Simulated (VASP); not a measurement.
Shape and ions are relaxed at each volume.

Data:

```xyz
4
Lattice="1.9250 -3.3342 0.0000 1.9250 3.3342 0.0000 0.0000 0.0000 6.3062" Properties=species:S:1:pos:R:3 pbc="T T T"
Zn     1.9250    -1.1114     3.1538
Zn     1.9250     1.1114     0.0007
S      1.9250    -1.1114     5.5172
S      1.9250     1.1114     2.3641
```

Method: PBE GGA, VASP's PBE PAW potentials (set 64) (plane waves; VASP). Numerical set-up: 520 eV cut-off, 7×7×4 Γ-centred mesh, Gaussian smearing of 0.050 eV, potentials Zn S.

Q: Give the energy at these volumes per atom, relative to the lowest: 19.02, 19.62, 20.23, 20.84, 21.44 Å³.

A: 17.8, 4.3, 0.0, 3.6, 14.0 meV/atom. A third-order Birch-Murnaghan fit gives B0 = 69.0 GPa and B0′ = 4.3.

Measured: bulk modulus 80.0 GPa (computed value off by -13.7 %), as given by Isothermal phase behavior of Ag3SbS3, ZnGeP2, and ZnS (abstract). The calculation is for a static lattice, while the measured bulk modulus holds thermal and zero-point effects, which are part of the difference.

The compound is ZnS in the wurtzite structure, the high-temperature form. It was relaxed first.
